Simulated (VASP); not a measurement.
**Ti4AlN3 (sg194): computed properties**

All values below come from LDA (Ceperley-Alder, Perdew-Zunger), VASP's LDA PAW potentials (set 64) (plane waves; VASP).

```json
{
  "space_group": "P6_3/mmc (194)",
  "cell": "a = 2.943 Å, b = 2.943 Å, c = 23.062 Å, α = 90.00°, β = 90.00°, γ = 120.00°",
  "volume_per_atom": "10.81 Å³/atom",
  "band gap (over mesh and band path)": "none (metal, semimetal or under 0.01 eV)",
  "density": "5.00 g/cm³"
}
```

```cif
data_Al2N6Ti8
_chemical_formula_sum 'Ti8 Al2 N6'
_space_group_name_H-M_alt 'P63/mmc'
_space_group_IT_number 194
_space_group_name_Hall '-P 6c 2c'
_cell_length_a 2.94316
_cell_length_b 2.94316
_cell_length_c 23.06228
_cell_angle_alpha 90.000
_cell_angle_beta 90.000
_cell_angle_gamma 120.000
loop_
_atom_site_label
_atom_site_type_symbol
_atom_site_symmetry_multiplicity
_atom_site_Wyckoff_symbol
_atom_site_fract_x
_atom_site_fract_y
_atom_site_fract_z
_atom_site_occupancy
Ti1 Ti 4 e 0.00000 0.00000 0.15417 1
Ti2 Ti 4 f 0.33333 0.66667 0.05375 1
Al1 Al 2 c 0.33333 0.66667 0.25000 1
N1 N 2 a 0.00000 0.00000 0.00000 1
N2 N 4 f 0.66667 0.33333 0.10566 1
```

The compound is Ti4AlN3 in the sg194 structure. It was relaxed first. Symmetry was kept, so distortions that lower it aren't found.
